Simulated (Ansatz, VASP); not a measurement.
## CoSn in two plane-wave programs

Wanted: the spread between two codes on one cell, functional and k mesh. The cell is taken from a series of runs on this material, whose earlier steps may have relaxed, scaled, displaced or heated it; both programs get it as it stands.

Method: plane waves, with VASP 6.6.1 beside it; relaxation of cell and atoms at PBE, in Ansatz 0.2.0.

**1. Starting point**

Symmetry: P6/mmm, No. 191, hexagonal system. The conventional cell has a = 5.294 Å, b = 5.294 Å, c = 4.236 Å, α = 90.00°, β = 90.00°, γ = 120.00°. Nearest to Co lie 6 Sn at 2.61 to 2.65 Å and 4 Co at 2.65 Å. Nearest to Sn lie 6 Co at 2.61 Å. Sn has 6 Co at 2.65 Å nearest. Farther neighbours are not listed.

**2. VASP: relaxation of cell and atoms, PBE**

The relaxed volume is the usual yardstick between codes: in a stiff, nearly cubic crystal its relative difference is about their pressure difference at one cell divided by the bulk modulus.

Lines of VASP's logs that name or quote its potential files are left out, and so is its time.

INCAR

```
SYSTEM = CoSn
PREC = Accurate
ENCUT = 600
EDIFF = 1E-07
NELM = 120
ISMEAR = 1
SIGMA = 0.2
LREAL = .FALSE.
ALGO = Normal
GGA = PE
NBANDS = 42
LASPH = .TRUE.
LORBIT = 11
LWAVE = .FALSE.
LCHARG = .FALSE.
ISIF = 3
IBRION = 2
NSW = 80
EDIFFG = -0.005
GGA_COMPAT = .FALSE.
NELMIN = 4
KPAR = 2
```

POSCAR

```
CoSn
1.0
    5.2943410000      0.0000000000      0.0000000000
   -2.6471710000      4.5850340000      0.0000000000
    0.0000000000      0.0000000000      4.2357420000
Co Sn
3 3
Direct
    0.0000000944      0.5000000000      0.0000000000
    0.5000000944      0.5000000000      0.0000000000
    0.5000000944      0.0000000000      0.0000000000
    0.6666667611      0.3333333333      0.5000000000
    0.3333334277      0.6666666667      0.5000000000
    0.0000000944      0.0000000000      0.0000000000
```

KPOINTS

```
Automatic mesh
0
Gamma
6 6 6
0 0 0
```

PAW data sets: Co and Sn_d (PBE family, release 64).

Started as:

```
mpirun -np 2 vasp_std
```

Numbers of over 12 decimals in the logs are rounded to 6 here.

The log of the run:

```text
[banner, memory and clock lines left out]
running    2 mpi-ranks, on    1 nodes
 distrk:  each k-point on    1 cores,    2 groups
 distr:  one band on    1 cores,    1 groups

 POSCAR found type information on POSCAR CoSn
 POSCAR found :  2 types and       6 ions
 LDA part: xc-table for (Slater+PW92), standard interpolation
 POSCAR, INCAR and KPOINTS ok, starting setup
 FFT: planning ... GRIDC
 FFT: planning ... GRID_SOFT
 FFT: planning ... GRID
 WAVECAR not read
 entering main loop
       N       E                     dE             d eps       ncg     rms          rms(c)
DAV:   1     0.726485784930E+03    0.72649E+03   -0.34331E+04  2368   0.284E+03
DAV:   2     0.781965606395E+02   -0.64829E+03   -0.63249E+03  2352   0.672E+02
DAV:   3    -0.297351695511E+02   -0.10793E+03   -0.10501E+03  2388   0.244E+02
DAV:   4    -0.355760642117E+02   -0.58409E+01   -0.57595E+01  2832   0.616E+01
DAV:   5    -0.357581065833E+02   -0.18204E+00   -0.18185E+00  3246   0.101E+01    0.144E+01
DAV:   6    -0.375234528206E+02   -0.17653E+01   -0.32161E+01  2826   0.539E+01    0.161E+01
DAV:   7    -0.334071772784E+02    0.41163E+01   -0.17669E+01  2762   0.410E+01    0.483E+00
DAV:   8    -0.332310677632E+02    0.17611E+00   -0.15411E+00  2572   0.840E+00    0.149E+00
DAV:   9    -0.332066831181E+02    0.24385E-01   -0.16875E-01  2844   0.450E+00    0.488E-01
DAV:  10    -0.332059932164E+02    0.68990E-03   -0.13644E-02  2764   0.966E-01    0.315E-01
DAV:  11    -0.332050387695E+02    0.95445E-03   -0.17974E-03  3048   0.417E-01    0.976E-02
DAV:  12    -0.332051028234E+02   -0.64054E-04   -0.35063E-04  2946   0.145E-01    0.293E-02
DAV:  13    -0.332051060242E+02   -0.32009E-05   -0.46142E-05  2750   0.758E-02    0.954E-03
DAV:  14    -0.332051055846E+02    0.43958E-06   -0.42217E-06  2920   0.150E-02    0.383E-03
DAV:  15    -0.332051050398E+02    0.54483E-06   -0.10483E-06  2558   0.732E-03    0.101E-03
DAV:  16    -0.332051049187E+02    0.12113E-06   -0.96026E-08  1620   0.380E-03    0.315E-04
DAV:  17    -0.332051049471E+02   -0.28363E-07   -0.19435E-08  1298   0.175E-03
   1 F= -.33205105E+02 E0= -.33209831E+02  d E =-.332051E+02
[...]
2 F= -.33205244E+02 E0= -.33210055E+02  d E =-.138885E-03
[...]
3 F= -.33205246E+02 E0= -.33210048E+02  d E =-.141415E-03
 curvature:  -0.44 expect dE=-0.175E-04 dE for cont linesearch -0.542E-08
 trial: gam= 0.13233 g(F)=  0.386E-41 g(S)=  0.398E-04 ort =-0.198E-05 (trialstep = 0.977E+00)
 search vector abs. value=  0.449E-04
 bond charge predicted
       N       E                     dE             d eps       ncg     rms          rms(c)
DAV:   1    -0.332057890863E+02   -0.54270E-03   -0.10275E-02  2514   0.112E+00    0.174E-01
DAV:   2    -0.332061805425E+02   -0.39146E-03   -0.55921E-03  2764   0.864E-01    0.232E-01
DAV:   3    -0.332053222906E+02    0.85825E-03   -0.30497E-03  2666   0.598E-01    0.574E-02
DAV:   4    -0.332052588815E+02    0.63409E-04   -0.19904E-04  2928   0.151E-01    0.125E-02
DAV:   5    -0.332052535223E+02    0.53592E-05   -0.23117E-05  2764   0.534E-02    0.401E-03
DAV:   6    -0.332052524968E+02    0.10255E-05   -0.27605E-06  2678   0.175E-02    0.159E-03
DAV:   7    -0.332052523948E+02    0.10197E-06   -0.14318E-07  1502   0.382E-03    0.977E-04
DAV:   8    -0.332052523935E+02    0.13151E-08   -0.49850E-08  1212   0.290E-03
   4 F= -.33205252E+02 E0= -.33210091E+02  d E =-.603194E-05
 trial-energy change:   -0.000006  1 .order   -0.000009   -0.000039    0.000021
 step:   0.5664(harm=  0.6307)  dis= 0.00000  next Energy=   -33.205257 (dE=-0.107E-04)
 reached required accuracy - stopping structural energy minimisation
```

Parts of OUTCAR (step 2):

```text
ion  position               nearest neighbor table
   1  0.000  0.500  0.000-   5 2.61   5 2.61   4 2.61   4 2.61   3 2.65   3 2.65   2 2.65   2 2.65
                             6 2.65   6 2.65
   2  0.500  0.500  0.000-   4 2.61   4 2.61   5 2.61   5 2.61   6 2.65   6 2.65   1 2.65   1 2.65
                             3 2.65   3 2.65
   3  0.500  0.000  0.000-   4 2.61   5 2.61   4 2.61   5 2.61   1 2.65   1 2.65   6 2.65   6 2.65
                             2 2.65   2 2.65
   4  0.667  0.333  0.500-   1 2.61   1 2.61   3 2.61   3 2.61   2 2.61   2 2.61   5 3.06   5 3.06
                             5 3.06   6 3.72   6 3.72   6 3.72   6 3.72   6 3.72   6 3.72
   5  0.333  0.667  0.500-   1 2.61   1 2.61   3 2.61   3 2.61   2 2.61   2 2.61   4 3.06   4 3.06
                             4 3.06   6 3.72   6 3.72   6 3.72   6 3.72   6 3.72   6 3.72
   6  0.000  0.000  0.000-   2 2.65   2 2.65   3 2.65   3 2.65   1 2.65   1 2.65   4 3.72   4 3.72
                             5 3.72   5 3.72   5 3.72   5 3.72   4 3.72   4 3.72   5 3.72   5 3.72

  LATTYP: Found a hexagonal cell.
 ALAT       =     5.2943410000
 C/A-ratio  =     0.8000508467

 Subroutine GETGRP returns: Found 24 space group operations
 (whereof 24 operations were pure point group operations)

The static configuration has the point symmetry D_6h.

 Found     28 irreducible k-points:

   k-points           NKPTS =     28   k-points in BZ     NKDIM =     28   number of bands    NBANDS=     42

   dimension x,y,z NGX =    42 NGY =   42 NGZ =   36
   dimension x,y,z NGXF=    84 NGYF=   84 NGZF=   72

   ENCUT  =  600.0 eV  44.10 Ry    6.64 a.u.  10.57 10.57  8.46*2*pi/ulx,y,z

   NELECT =      69.0000    total number of electrons

 k-points in reciprocal lattice and weights: Automatic mesh
   0.00000000  0.00000000  0.00000000       0.005
   0.16666667 -0.00000000  0.00000000       0.028
   0.33333333 -0.00000000  0.00000000       0.028
   0.50000000 -0.00000000  0.00000000       0.014
   0.16666667  0.16666667  0.00000000       0.028
   0.33333333  0.16666667  0.00000000       0.056
   0.33333333  0.33333333  0.00000000       0.009
   0.00000000  0.00000000  0.16666667       0.009
   0.16666667 -0.00000000  0.16666667       0.056
[...]
0.33333333  0.16666667  0.50000000       0.056
   0.33333333  0.33333333  0.50000000       0.009

 average (electrostatic) potential at core
       1 -78.2263       2 -78.2263       3 -78.2263       4 -97.0903       5 -97.0903
       6 -97.2068

 E-fermi :   9.7365

 k-point     1 :       0.0000    0.0000    0.0000
  band No.  band energies     occupation
    ...
     30       9.3059      2.00945
     31       9.3332      2.01515
     32       9.3332      2.01515
     33       9.3575      2.02210
     34       9.3575      2.02210
     35      10.2662     -0.00116
     36      10.3355     -0.00019
     37      11.1019     -0.00000
     38      11.1019     -0.00000
     39      12.6726     -0.00000
    ...

 k-point     2 :       0.1667   -0.0000    0.0000
  band No.  band energies     occupation
    ...
     30       9.2343      2.00220
     31       9.3214      2.01243
     32       9.3485      2.01929
     33       9.4182      2.04692
     34       9.5385      2.04815
     35      10.2834     -0.00076
     36      10.6734     -0.00000
     37      11.2387     -0.00000
     38      11.4599     -0.00000
     39      12.8930     -0.00000
    ...

 k-point     3 :       0.3333   -0.0000    0.0000
  band No.  band energies     occupation
    ...
     29       8.4499      2.00000
     30       9.0284      2.00001
     31       9.2108      2.00128
     32       9.3451      2.01831
     33       9.4332      2.05382
     34      10.1009     -0.02721
     35      10.4104     -0.00002
     36      11.0471     -0.00000
     37      11.9351     -0.00000
     38      12.4284     -0.00000
    ...

  Total       -0.0264332     -0.0264332     -0.0028685      0.0000000      0.0000000      0.0000000
  in kB       -0.4120484     -0.4120484     -0.0447145      0.0000000      0.0000000      0.0000000
  external PRESSURE =      -0.2896038 kB  Pullay stress =       0.0000000 kB

  energy-cutoff  :      600.00
  volume of cell :      102.78
      direct lattice vectors                 reciprocal lattice vectors
     5.297278265 -0.000000000  0.000000000     0.188776188  0.108989999  0.000000000
    -2.648639633  4.587577746 -0.000000000     0.000000000  0.217979957 -0.000000000
    -0.000000000  0.000000000  4.229374429     0.000000000  0.000000000  0.236441587

 POSITION                                       TOTAL-FORCE (eV/Angst)
 -----------------------------------------------------------------------------------
     -1.32432      2.29379      4.22937        -0.000000      0.000000      0.000000
      1.32432      2.29379      4.22937        -0.000000     -0.000000      0.000000
      2.64864     -0.00000      4.22937        -0.000000      0.000000      0.000000
      2.64864      1.52919      2.11469        -0.000000     -0.000000      0.000000
      0.00000      3.05839      2.11469         0.000000      0.000000     -0.000000
      0.00000     -0.00000      4.22937         0.000000      0.000000      0.000000
 -----------------------------------------------------------------------------------
    total drift:                               -0.000615     -0.000000     -0.000000

  FREE ENERGIE OF THE ION-ELECTRON SYSTEM (eV)
  ---------------------------------------------------
  free  energy   TOTEN  =       -33.2052523935 eV

  energy  without entropy=      -33.2197686264  energy(sigma->0) =      -33.21009114

 reached required accuracy - stopping structural energy minimisation

 total charge
# of ion       s       p       d       tot
------------------------------------------
    1        0.394   0.450   7.465   8.308
    2        0.394   0.450   7.465   8.308
    3        0.394   0.450   7.465   8.308
    4        1.130   1.239  10.064  12.433
    5        1.130   1.239  10.064  12.433
    6        1.162   1.093  10.035  12.290
--------------------------------------------------
tot          4.603   4.921  52.556  62.081

[... 3 further parts left out ...]
```

CONTCAR:

```
CoSn
   1.00000000000000
     5.2972782646345538   -0.0000000003204105    0.0000000000000000
    -2.6486396328721575    4.5875777462804876   -0.0000000000000000
    -0.0000000000000000    0.0000000000000000    4.2293744292665325
  Co              Sn
     3     3
Direct
     0.0000000944000007    0.5000000000000000    1.0000000000000000
     0.5000000944000007    0.5000000000000000    1.0000000000000000
     0.5000000944000007    0.0000000000000000    1.0000000000000000
     0.6666667610999966    0.3333333332999970    0.5000000000000000
     0.3333334276999977    0.6666666667000030    0.5000000000000000
     0.0000000944000007    0.0000000000000000    1.0000000000000000
```

This run has no spin polarisation, so a moment on Co, if there is one, isn't seen. Its electron count is odd, so without a moment it is a metal by construction. The k-mesh is coarse for a metal. The run keeps the 24 symmetry operations of its start, so it cannot find a distortion of lower symmetry.

(Continued in part 2 of 2.)

[Lines on the potential files, build, host, timing and source positions are cut from VASP's logs without a mark.]

[Logs are printed without paths, hosts, clocks, repeated set-up lines and the standing remarks that a program may print on its own settings, such as how far it seeks lower states.]

[Hosts, paths, dates, database ids (printed as entryN), source tags and the programs' standing remarks are cut or masked in the printed files.]
